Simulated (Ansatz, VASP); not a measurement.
**One calculation of BaSi3, two programs**

File INCAR:

```
PREC = Accurate ; ENCUT = 520
EDIFF = 1E-7 ; ISMEAR = 0
SIGMA = 0.05 ; LREAL = False
LASPH = True ; NELM = 80
ALGO = Normal ; ISIF = 2
LWAVE = False ; LCHARG = False
GGA = PE ; NBANDS = 19
```

Contents of KPOINTS:

```
Automatic mesh
0
Gamma
  8 8 8
```

Contents of POSCAR:

```
BaSi3
1.0
    4.5895692352      0.0000000000      0.0000000000
    0.0000000000      4.5895692352      0.0000000000
    0.0000000000      0.0000000000      4.5895692352
Ba Si
1 3
Direct
    0.0000000000      0.0000000000      0.0000000000
    0.0000000000      0.5000000000      0.5000000000
    0.5000000000      0.5000000000      0.0000000000
    0.5000000000      0.0000000000      0.5000000000
```

Input for Ansatz:

```yaml
crystal:
  lattice:
    - [4.5895692352, 0.0, 0.0]
    - [0.0, 4.5895692352, 0.0]
    - [0.0, 0.0, 4.5895692352]
  atoms:
    - { symbol: Ba, position: [0.0, 0.0, 0.0] }
    - { symbol: Si, position: [0.0, 0.5, 0.5] }
    - { symbol: Si, position: [0.5, 0.5, 0.0] }
    - { symbol: Si, position: [0.5, 0.0, 0.5] }
basis:
  ecutwfc: 420
  ecutrho_ratio: 4
kpoints:
  mp_grid: { grid: [8, 8, 8] }
hamiltonian:
  xc: pbe
scf:
  occupations: { method: gaussian, width: 0.05 }
output:
  forces: true
  stress: true
  eigenvalues: true
```

Alike in both runs: task single point; functional PBE; k mesh 8 × 8 × 8; occupations gaussian, width 0.05 eV; no spin polarisation.

|  | VASP | Ansatz |
| --- | --- | --- |
| version | VASP 6.6.1 | Ansatz 0.2.0 |
| potentials or method | VASP PAW PBE potentials, release 64 (Ba_sv, Si) | scalar-relativistic, plane waves, PAW |
| plane-wave cutoff (eV) | 520 | 420 |
| valence electrons in the cell | 22 | 22 |

Ansatz gave:

| Quantity | Value |
| --- | --- |
| gap on the k mesh at the Fermi level (eV) | none |
| pressure (GPa) | -3.0 |

Task: What did VASP give for the same quantities?

Result: gap on the k mesh at the Fermi level (eV): none; pressure (GPa): -2.4.

A gap of «none» marks a metal or a gap that the smearing closes.

The runs have no spin-orbit coupling, so splittings on Ba are missing.
